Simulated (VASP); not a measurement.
All values below come from LDA (Ceperley-Alder, Perdew-Zunger), VASP's LDA PAW potentials (set 64) (plane waves; VASP).

VASP input:

File POSCAR:
```
Rb
1
   -2.7163853149     2.7163853149     2.7163853149
    2.7163853149    -2.7163853149     2.7163853149
    2.7163853149     2.7163853149    -2.7163853149
Rb
1
Direct
  1.0000000000   1.0000000000   1.0000000000
```

INCAR:
```
ALGO  =  Normal
EDIFF  =  1E-7
ENCUT  =  520
ISIF  =  2
ISMEAR  =  1
LASPH  =  .TRUE.
LCHARG  =  .FALSE.
LMAXMIX  =  4
LREAL  =  .FALSE.
LWAVE  =  .FALSE.
NELM  =  100
PREC  =  Accurate
SIGMA  =  0.1
SYSTEM  =  Rb
```

**KPOINTS**
```
Automatic mesh
0
Gamma
10 10 10
0 0 0
```

POTCAR, in this order: Rb_sv (LDA.64 set). Program: vasp_std.

Output of the run:

OSZICAR:
```
       N       E                     dE             d eps       ncg     rms          rms(c)
DAV:   1     0.426354946608E+02    0.42635E+02   -0.34522E+03   752   0.835E+02
DAV:   2     0.116031416088E+01   -0.41475E+02   -0.40866E+02   840   0.135E+02
DAV:   3    -0.985208908971E+00   -0.21455E+01   -0.21441E+01  1024   0.355E+01
DAV:   4    -0.105587326343E+01   -0.70664E-01   -0.70575E-01  1216   0.505E+00
DAV:   5    -0.105625309828E+01   -0.37983E-03   -0.37983E-03  1144   0.340E-01    0.145E+00
DAV:   6    -0.105503658425E+01    0.12165E-02   -0.21897E-03  1224   0.298E-01    0.878E-01
DAV:   7    -0.105475476482E+01    0.28182E-03   -0.34364E-03  1064   0.367E-01    0.536E-02
DAV:   8    -0.105477581524E+01   -0.21050E-04   -0.15971E-04  1120   0.110E-01    0.137E-02
DAV:   9    -0.105478029915E+01   -0.44839E-05   -0.60000E-06  1128   0.204E-02    0.423E-03
DAV:  10    -0.105478033380E+01   -0.34650E-07   -0.28044E-06  1216   0.107E-02    0.956E-04
DAV:  11    -0.105478035095E+01   -0.17142E-07   -0.44314E-08   872   0.155E-03
   1 F= -.10547804E+01 E0= -.10544205E+01  d E =-.107964E-02
```

File OUTCAR:
```
------------------------ aborting loop because EDIFF is reached ----------------------------------------
  FORCE on cell =-STRESS in cart. coord.  units (eV):
  Direction    XX          YY          ZZ          XY          YZ          ZX
  --------------------------------------------------------------------------------------
  Total       -0.0492216     -0.0492216     -0.0492216     -0.0000000     -0.0000000      0.0000000
  in kB       -0.9836306     -0.9836306     -0.9836306     -0.0000000     -0.0000000      0.0000000
  external PRESSURE =      -0.9836306 kB  Pullay stress =       0.0000000 kB
  volume of cell :       80.17
      direct lattice vectors                 reciprocal lattice vectors
    -2.716385315  2.716385315  2.716385315     0.000000000  0.184068143  0.184068143
     2.716385315 -2.716385315  2.716385315     0.184068143  0.000000000  0.184068143
     2.716385315  2.716385315 -2.716385315     0.184068143  0.184068143  0.000000000
 POSITION                                       TOTAL-FORCE (eV/Angst)
 -----------------------------------------------------------------------------------
      0.00000      0.00000      0.00000         0.000000      0.000000     -0.000000
 -----------------------------------------------------------------------------------
    total drift:                               -0.000000     -0.000000      0.000000
  FREE ENERGIE OF THE ION-ELECTRON SYSTEM (eV)
  ---------------------------------------------------
  free  energy   TOTEN  =        -1.0547803509 eV

  energy  without entropy=       -1.0537007151  energy(sigma->0) =       -1.05442047
```
(Selected blocks of OUTCAR.)

The compound is Rb in the bcc structure. This cell is one point of a volume scan, at 1.03 of the reference volume.
